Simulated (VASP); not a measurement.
Here is the system:

```
CELL_PARAMETERS angstrom
      3.84213     0.00000     0.00000
      0.00000     3.84213     0.00000
      0.00000     0.00000     3.84213
ATOMIC_POSITIONS crystal
  Tl 0.00000 0.00000 0.00000
  Br 0.50000 0.50000 0.50000
```

Computed with LDA (Ceperley-Alder, Perdew-Zunger), VASP's LDA PAW potentials (set 64) (plane waves; VASP). Settings: 520 eV cut-off, Gaussian smearing of 0.050 eV, potentials Tl_d Br.

Unless said otherwise, spin-orbit coupling is left out, though it shifts the bands of the heavy elements here.

### Question
Give the energies of bands 7 to 13 at the high-symmetry points, in eV from the valence-band maximum.

### Answer

| band | Γ | X | M | R |
|---|---|---|---|---|
| 7 | -5.06 | -6.36 | -4.12 | -2.84 |
| 8 | -1.82 | -1.17 | -3.79 | -2.49 |
| 9 | -1.82 | -1.17 | -3.79 | -2.49 |
| 10 | -1.82 | 0.00 | -1.09 | -2.49 |
| 11 | 6.52 | 1.35 | 4.80 | 1.47 |
| 12 | 6.52 | 5.53 | 4.80 | 1.47 |
| 13 | 7.43 | 5.53 | 7.43 | 1.47 |

The gap is direct, 1.35 eV, from the valence maximum at X to the conduction minimum at X.

The compound is TlBr in the CsCl type structure. It was relaxed first, which changed the volume by -11 %.
